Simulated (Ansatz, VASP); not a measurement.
**Two plane-wave programs on LaScF2**

Contents of INCAR:

```
SYSTEM = LaScF2
PREC = Accurate ; ENCUT = 600
EDIFF = 1E-7 ; ISMEAR = 0
SIGMA = 0.1 ; LREAL = .False.
LASPH = .True. ; NELM = 100
ALGO = Normal ; ISIF = 3
LWAVE = .False. ; LCHARG = .False.
GGA = PE ; IBRION = 2
NSW = 90 ; EDIFFG = -0.04
```

The input KPOINTS:

```
regular mesh
0
Gamma
  6 6 2
  0 0 0
```

POSCAR

```
LaScF2
1.0
    3.6379098500      0.0000000000      0.0000000000
   -1.8189549300      3.1505223500      0.0000000000
    0.0000000000      0.0000000000      7.6569771400
La Sc F
1 1 2
Direct
    0.0000000000      0.0000000000      0.5000000000
    0.0000000000      0.0000000000      0.0000000000
    0.0000000000      0.0000000000      0.2545583300
    0.0000000000      0.0000000000      0.7454416700
```

Input for Ansatz:

```yaml
crystal:
  lattice:
    - [3.63790985, 0.0, 0.0]
    - [-1.81895493, 3.15052235, 0.0]
    - [0.0, 0.0, 7.65697714]
  atoms:
    - { symbol: La, position: [0.0, 0.0, 0.5] }
    - { symbol: Sc, position: [0.0, 0.0, 0.0] }
    - { symbol: F, position: [0.0, 0.0, 0.25455833] }
    - { symbol: F, position: [0.0, 0.0, 0.74544167] }
basis:
  ecutwfc: 420
kpoints:
  mp_grid: { grid: [6, 6, 2] }
hamiltonian:
  xc: pbe
scf:
  occupations: { method: gaussian, width: 0.1 }
  lower_state_search: "off"
output:
  forces: true
  stress: true
  eigenvalues: true
relax:
  adjacent_minimum: "off"
  f_tol: 0.04
  max_steps: 70
  cell: { stress_tol: 0.4 }
```

Alike in both runs: task relaxation of cell and atoms; functional PBE; k mesh 6 × 6 × 2; occupations gaussian, width 0.1 eV; no spin polarisation.

```csv
,VASP,Ansatz
version,VASP 6.6.1,Ansatz 0.2.0
potentials or method,"VASP PAW PBE potentials, release 64 (La, Sc_sv, F)","scalar-relativistic, plane waves, PAW"
plane-wave cutoff (eV),600,420
valence electrons in the cell,36,36
```

Ansatz gave:

```
gap on the k mesh at the Fermi level, each at its own relaxed structure (eV) : none
relaxed volume (Å³/atom)                                                     : 25.94
relaxed cell length with the largest relative difference (Å)                 : 3.710
energy change over the relaxation (meV/atom)                                 : -861
```

Which values does VASP return?

gap on the k mesh at the Fermi level, each at its own relaxed structure (eV): none; relaxed volume (Å³/atom): 25.90; relaxed cell length with the largest relative difference (Å): 3.707; energy change over the relaxation (meV/atom): -857.

A gap of «none» marks a metal or a gap that the smearing closes.

Caveats: the k mesh is coarse (spacing up to 0.41 Å⁻¹), so the values aren't converged; the volume moved by over 15 % at a fixed basis, so the end points are rough (VASP). Spin-orbit coupling is left out, which matters for the levels of La.
